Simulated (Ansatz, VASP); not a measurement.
# CSO: VASP beside Ansatz, part 2 of 2

One calculation is typed for both programs; each brings its own data sets. How far apart do they land? Of the first pair: The structure shown is the start of the Ansatz relaxation below; VASP solves that cell, so the two are compared at the walk's first step.

VASP 6.6.1 and Ansatz 0.2.0.

So far. Step 3 (VASP: single point, PBEsol, start cell, pair 1): The run ends at a pressure of 1.35 GPa, with forces up to 1.4 eV/Å.

## (7) VASP: single point, PBEsol, start cell, pair 2

Level of this step: PBEsol; plane waves and PAW (C, S, O) (VASP).

The same cell, functional and mesh now go to VASP, with its own data sets.

Input file INCAR:

```
SYSTEM = CSO
PREC = Accurate
ENCUT = 520
EDIFF = 1E-06
NELM = 120
ISMEAR = 0
SIGMA = 0.01
LREAL = .FALSE.
ALGO = Normal
GGA = PS
NBANDS = 14
LORBIT = 11
LWAVE = .FALSE.
LCHARG = .FALSE.
ISIF = 2
LASPH = .TRUE.
GGA_COMPAT = .FALSE.
EFERMI = MIDGAP
KPAR = 2
```

Input file POSCAR:

```
CSO
1.0
    3.2656660000      1.8854330000      2.0052370000
   -3.2656660000      1.8854330000      2.0052370000
    0.0000000000     -3.7708670000      2.0052370000
C S O
1 1 1
Direct
    0.7987995808      0.7987995808      0.7987993689
    0.5378044733      0.5378044733      0.5378043307
    0.9935960235      0.9935960235      0.9935957600
```

Input file KPOINTS:

```
Automatic mesh
0
Gamma
6 6 6
0 0 0
```

PAW data sets: C, S and O (PBE family, release 64).

Launch:

```bash
> mpirun -np 2 vasp_std
```

Numbers of over 12 decimals in the logs are rounded to 6 here.

The log of the run:

```text
[banner, memory and clock lines left out]
running    2 mpi-ranks, on    1 nodes
[...]
[... a notice as in an earlier step ...]

 LDA part: xc-table for (Slater+PW92), standard interpolation
 POSCAR, INCAR and KPOINTS ok, starting setup
[...]
entering main loop
       N       E                     dE             d eps       ncg     rms          rms(c)
DAV:   1     0.719327577367E+02    0.71933E+02   -0.66379E+03   896   0.948E+02
DAV:   2    -0.158876605158E+02   -0.87820E+02   -0.81799E+02  1286   0.201E+02
DAV:   3    -0.216660142842E+02   -0.57784E+01   -0.57395E+01  1100   0.523E+01
DAV:   4    -0.217287907285E+02   -0.62776E-01   -0.62757E-01  1094   0.645E+00
[...]
DAV:  12    -0.205873535762E+02   -0.45215E-04   -0.34276E-05  1082   0.483E-02    0.110E-02
DAV:  13    -0.205873631889E+02   -0.96127E-05   -0.81497E-06  1076   0.203E-02    0.452E-03
DAV:  14    -0.205873635259E+02   -0.33696E-06   -0.27455E-07   862   0.484E-03
   1 F= -.20587364E+02 E0= -.20587364E+02  d E =0.000000E+00
```

Parts of OUTCAR (step 7):

```text
  Total       -0.0477930     -0.0477930     -0.8465289      0.0000000      0.0000001     -0.0000000
  in kB       -1.0336541     -1.0336543    -18.3084883      0.0000000      0.0000030     -0.0000000
  external PRESSURE =      -6.7919322 kB  Pullay stress =       0.0000000 kB

 POSITION                                       TOTAL-FORCE (eV/Angst)
 -----------------------------------------------------------------------------------
      0.00000      0.00000      4.80535         0.000000      0.000000     -0.768959
      0.00000     -0.00000      3.23528         0.000000     -0.000000      0.604412
      0.00000      0.00000      5.97719         0.000000     -0.000000      0.164547
 -----------------------------------------------------------------------------------
    total drift:                                0.000000     -0.002280      0.000464

  FREE ENERGIE OF THE ION-ELECTRON SYSTEM (eV)
  ---------------------------------------------------
  free  energy   TOTEN  =       -20.5873635259 eV

  energy  without entropy=      -20.5873635259  energy(sigma->0) =      -20.58736353

[... 1 part as in an earlier step ...]

[... 2 further parts left out ...]
[key lines of the parts left out:]
E-fermi :  -0.0774
```

The run ends at a pressure of -0.68 GPa, with forces up to 0.77 eV/Å.

## (8) Side by side

Forces (eV/Å; atoms numbered as in POSCAR):

```
atom        Ansatz x, y, z          VASP x, y, z
  C1   0.000, 0.000, 0.197  0.000, 0.000, -0.769
  S2   0.000, 0.000, 0.391   0.000, 0.000, 0.604
  O3  0.000, 0.000, -0.588   0.000, 0.000, 0.165
```

The forces differ by 414 meV/Å r.m.s., which is 125.3 % of the r.m.s. force of 0.331 eV/Å (both taken over all components).

## (9) Other set-ups

Further runs change the set-up of one program: Ansatz's method, potentials or start, or VASP's data sets, cutoff or form of LDA. The table gives that difference for each run.

```
                         run  r.m.s. force difference (meV/Å)
                    as above                              414
VASP with a cutoff of 600 eV (perhaps on Ansatz's relaxed cell)                              422
```

## (10) VASP: zone-centre phonons, PBEsol

Second derivatives magnify differences that forces hide, and they need a tight electronic threshold. The cell compared in this pair holds 72.99 Å³, against 74.08 Å³ for the pair before.

INCAR: that of step 7 with these lines changed.

```diff
@@ -2,4 +2,4 @@
 PREC = Accurate
-ENCUT = 520
-EDIFF = 1E-06
+ENCUT = 600
+EDIFF = 1E-08
 NELM = 120
@@ -15,2 +15,4 @@
 ISIF = 2
+IBRION = 8
+LEPSILON = .TRUE.
 LASPH = .TRUE.
```

Input file POSCAR:

```
CSO
1.0
    3.2494992601      1.8760991082      1.9953099433
   -3.2494992601      1.8760991082      1.9953099433
    0.0000000000     -3.7521987095      1.9953094797
C S O
1 1 1
Direct
    0.7987995667      0.7987995667      0.7987995667
    0.5378044314      0.5378044314      0.5378044314
    0.9935960019      0.9935960019      0.9935960019
```

KPOINTS is that of step 7.

Launch:

```bash
> mpirun -np 2 vasp_std
```

The log of the run:

```text
[... set-up lines as in an earlier step ...]
 entering main loop
       N       E                     dE             d eps       ncg     rms          rms(c)
DAV:   1     0.754161325817E+02    0.75416E+02   -0.71645E+03   896   0.106E+03
DAV:   2    -0.155714375773E+02   -0.90988E+02   -0.84097E+02  1278   0.210E+02
DAV:   3    -0.217056785991E+02   -0.61342E+01   -0.60934E+01  1070   0.545E+01
DAV:   4    -0.217719208539E+02   -0.66242E-01   -0.66209E-01  1100   0.663E+00
[...]
DAV:  14    -0.205936731604E+02   -0.34245E-06   -0.28781E-07  1124   0.494E-03    0.278E-03
DAV:  15    -0.205936732178E+02   -0.57354E-07   -0.14225E-07  1118   0.327E-03    0.123E-03
DAV:  16    -0.205936732188E+02   -0.10667E-08   -0.10544E-08   826   0.904E-04
   1 F= -.20593673E+02 E0= -.20593673E+02  d E =0.000000E+00
 Linear response reoptimize wavefunctions to high precision
DAV:   1    -0.205936732094E+02    0.94099E-08   -0.59214E-09  1064   0.604E-04
DAV:   2    -0.205936732095E+02   -0.42178E-10   -0.20045E-10   802   0.116E-04
 Linear response G [H, r] |phi>, progress :
  Direction:   1
[...]
RMM:  14    -0.364686906823E+00   -0.11657E-08   -0.56814E-10  4115   0.142E-06    0.189E-07
 first order change of Fermi-energy   0.21076E-05
 force on displaced ion       3 direction 1 :  -2.213  -0.000  -0.000
 Born effective charge ion    3 direction 1 :  -0.186   0.000   0.000
 Linear response progress:
  Degree of freedom:   6/  6
       N       E                     dE             d eps       ncg     rms          rms(c)
RMM:   1    -0.369828742735E+00   -0.36983E+00    0.69137E-01  1761   0.456E+00
RMM:   2    -0.363521475960E+00    0.63073E-02   -0.12624E-02  1460   0.819E-01    0.417E-01
RMM:   3    -0.362952332644E+00    0.56914E-03   -0.39702E-03  1462   0.437E-01    0.219E-01
RMM:   4    -0.364194950455E+00   -0.12426E-02   -0.10621E-03  1508   0.215E-01    0.981E-02
[...]
RMM:  13    -0.364734118663E+00   -0.30720E-07   -0.13605E-10  1661   0.887E-06    0.236E-06
RMM:  14    -0.364734106886E+00    0.11777E-07   -0.82470E-10  1480   0.570E-06    0.610E-07
RMM:  15    -0.364734105958E+00    0.92740E-09   -0.25151E-09  1117   0.135E-06    0.275E-07
 first order change of Fermi-energy  -0.35292E+01
 force on displaced ion       3 direction 3 :   0.000   0.000 -99.733
 Born effective charge ion    3 direction 3 :   0.000   0.000  -2.310
 Born effective charges drift removed
 Linear response finished
```

From OUTCAR (step 10):

```text
  Total       -0.0599159     -0.0599159      0.4264175      0.0000000     -0.0000000     -0.0000000
  in kB       -1.3152818     -1.3152818      9.3607741      0.0000000     -0.0000009     -0.0000000
  external PRESSURE =       2.2434035 kB  Pullay stress =       0.0000000 kB

 POSITION                                       TOTAL-FORCE (eV/Angst)
 -----------------------------------------------------------------------------------
      0.00000     -0.00000      4.78156         0.000000      0.000000     -0.989213
      0.00000     -0.00000      3.21926         0.000000     -0.000000      0.231509
      0.00000     -0.00000      5.94760         0.000000     -0.000000      0.757704
 -----------------------------------------------------------------------------------
    total drift:                               -0.000000     -0.000000      0.000057

 MACROSCOPIC STATIC DIELECTRIC TENSOR (including local field effects in DFT)
 ------------------------------------------------------
           1.932931     0.000000     0.000000
           0.000000     1.932931    -0.000000
           0.000000    -0.000000     2.920469
 ------------------------------------------------------

 MACROSCOPIC STATIC DIELECTRIC TENSOR IONIC CONTRIBUTION
 ------------------------------------------------------
           0.445663    -0.000000     0.000000
          -0.000000     0.445663     0.000000
           0.000000     0.000000     0.203576
 ------------------------------------------------------

[... 1 part as in an earlier step ...]

[... 1 further part left out ...]
```

## (11) Ansatz: zone-centre phonons, PBEsol

The same cell, functional and mesh now go to Ansatz, which takes its cutoff from its data sets.

The cell is taken from a series of runs on this material, whose earlier steps may have relaxed, scaled, displaced or heated it; both programs get it as it stands.

Input file input.yaml:

```yaml
crystal:
  lattice:
    - [3.2494992601, 1.8760991082, 1.9953099433]
    - [-3.2494992601, 1.8760991082, 1.9953099433]
    - [0.0, -3.7521987095, 1.9953094797]
  atoms:
    - { symbol: C, position: [0.7987995667, 0.7987995667, 0.7987995667] }
    - { symbol: S, position: [0.5378044314, 0.5378044314, 0.5378044314] }
    - { symbol: O, position: [0.9935960019, 0.9935960019, 0.9935960019] }
kpoints:
  mp_grid: { grid: [6, 6, 6] }
hamiltonian:
  xc: pbesol
  pseudopotentials: { kind: paw, azcp: { folder: soft_1 }, xc_functional: pbe }
scf:
  occupations: { method: fixed }
output:
  eigenvalues: true
phonons:
  method: dfpt
  dielectric: true
  rigid_motions: translations
```

Launch:

```bash
> ansatz run input.yaml --threads 4 --pin off --max-ram 10240MiB --backend cpu --events-out ev --progress --plain --runs-dir out
```

The log of the run:

```text
[...]
Crystal: 3 atoms, lattice volume = 72.985 Å³
Basis set: ecut = 420 eV, 1387 PW (Γ), exchange–correlation on 60×60×60 points (8 copies of the dense FFT grid, shifted against one another)
Bands: 12, of which v1, the nominal top of the filled ones, is band 8 counted from 1 (7 counted from 0)
Symmetry: 6 space group operations
k-points: 68 of 216 (irreducible under 2 space group operations, time reversal used)
[...]
optical modes at Γ + LO–TO along q̂ = [1.0000, 0.0000, 0.0000]:
      ω (cm⁻¹)  modes    IR ((D/Å)²/amu)
[...]
optical modes at Γ + LO–TO along q̂ = [0.0000, 1.0000, 0.0000]:
      ω (cm⁻¹)  modes    IR ((D/Å)²/amu)
[...]
optical modes at Γ + LO–TO along q̂ = [0.0000, 0.0000, 1.0000]:
      ω (cm⁻¹)  modes    IR ((D/Å)²/amu)
         64.39      2             0.0454
        504.82      2             0.1130
        874.06      1             0.1034
       2102.12      1            29.4175
[key lines of the parts left out:]
SCF converged after 11 iterations
Free energy (F): -1691.299190 eV
Fermi energy:    -1.492557 eV
```

## (12) Comparison

What differs besides the data sets and the points named for the pairs above, as far as they apply: the cutoff is 420 eV in Ansatz and 600 eV in VASP. Total energies have different zeros and are not compared.

Compared:

```
                                    quantity  Ansatz    VASP  difference
                                       ε∞ xx    1.93    1.93     -0.06 %
                                       ε∞ yy    1.93    1.93     -0.06 %
                                       ε∞ zz    2.92    2.92     +0.09 %
Born charge of C1 (mean of the diagonal) (e)    1.19    1.19        0.00
Born charge of S2 (mean of the diagonal) (e)   -0.30   -0.30        0.00
Born charge of O3 (mean of the diagonal) (e)   -0.89   -0.89        0.00
                  optical mode 1 to 2 (cm⁻¹)    64.4    43.4       +21.0
                  optical mode 3 to 4 (cm⁻¹)   504.8   487.5     +3.55 %
                       optical mode 5 (cm⁻¹)   873.4   865.2     +0.95 %
                       optical mode 6 (cm⁻¹)  2031.0  2081.6     -2.43 %
```

Modes are paired by rising frequency, not by their patterns, so a pair may set unlike modes beside each other; they are those without the splitting of longitudinal modes.

## (13) Outcome

```json
{"r.m.s. force difference (single point, PBEsol, start cell, pair 1)": "71 % of the r.m.s. force", "r.m.s. force difference (single point, PBEsol, start cell, pair 2)": "125 % of the r.m.s. force", "r.m.s. difference of the optical zone-centre modes, each program's sorted by frequency (zone-centre phonons, PBEsol)": "26 cm⁻¹", "difference in optical mode 3 to 4 (zone-centre phonons, PBEsol)": "+3.6 %"}
```

What this shows: The r.m.s. force difference is 125 % of the r.m.s. force (single point, PBEsol, start cell, pair 2), beyond the 3 % picked in this series as the mark of a large difference. Among the rows given in per cent, the largest difference of the zone-centre phonons, PBEsol pair is in optical mode 3 to 4, +3.6 %. What causes the difference of the zone-centre phonons, PBEsol pair stays open here. 2 further runs of this series are not shown here. Such differences can come from data sets, numerical settings and the points named under the comparisons, not from the functional's error against experiment.

[Lines on the potential files, build, host, timing and source positions are cut from VASP's logs without a mark.]

[Logs are printed without paths, hosts, clocks, repeated set-up lines and the standing remarks that a program may print on its own settings, such as how far it seeks lower states.]

[Hosts, paths, dates, database ids (printed as entryN), source tags and the programs' standing remarks are cut or masked in the printed files.]

[Rows of further runs with another cutoff or data set may stand on the cell that Ansatz relaxed, not on the start cell of the pair above them.]
